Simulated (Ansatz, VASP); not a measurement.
**YZn in VASP and in Ansatz**

The input INCAR:

```
SYSTEM = YZn
PREC = Accurate
ENCUT = 520
EDIFF = 1E-7
ISMEAR = -1
SIGMA = 0.1
LREAL = .False.
LASPH = .True.
NELM = 100
ALGO = Normal
ISIF = 2
LWAVE = .False.
LCHARG = .True.
GGA = PS
LELF = .True.
LVHAR = .True.
NBANDS = 18
```

Contents of KPOINTS:

```
regular mesh
0
Gamma
  6 6 6
  0 0 0
```

The input POSCAR:

```
YZn
1.0
    3.5600000000      0.0000000000      0.0000000000
    0.0000000000      3.5600000000      0.0000000000
    0.0000000000      0.0000000000      3.5600000000
Y Zn
1 1
Direct
    0.0000000000      0.0000000000      0.0000000000
    0.5000000000      0.5000000000      0.5000000000
```

Input for Ansatz:

```yaml
crystal:
  lattice:
    - [3.56, 0.0, 0.0]
    - [0.0, 3.56, 0.0]
    - [0.0, 0.0, 3.56]
  atoms:
    - { symbol: "Y", position: [0.0, 0.0, 0.0] }
    - { symbol: Zn, position: [0.5, 0.5, 0.5] }
kpoints:
  mp_grid:
    grid: [6, 6, 6]
hamiltonian:
  xc: pbesol
  pseudopotentials:
    kind: all_electron
    lapw:
      basis_error: 0.002
scf:
  max_iter: 70
  convergence:
    dr2_threshold: 1.0e-07
  occupations:
    method: fermi_dirac
output:
  stress: true
```

Alike in both runs: task single point; functional PBEsol; k mesh 6 × 6 × 6; no spin polarisation.

|  | VASP | Ansatz |
| --- | --- | --- |
| version | VASP 6.6.1 | Ansatz 0.2.0 |
| potentials or method | VASP PAW PBE potentials, release 64 (Y_sv, Zn) | all-electron (LAPW or listed datasets) |
| plane-wave cutoff (eV) | 520 | see its input |
| occupations | fermi-dirac, width 0.1 eV | fermi-dirac |

|  | VASP | Ansatz | Ansatz less VASP |
| --- | --- | --- | --- |
| pressure (GPa) | -2.0 | -2.0 | 0.00 |

Ansatz ran all-electron here, so the differences hold the error of VASP's frozen core and of both bases.

Caveats: the PAW data sets were made with another functional, which shifts forces and pressure a little (VASP).
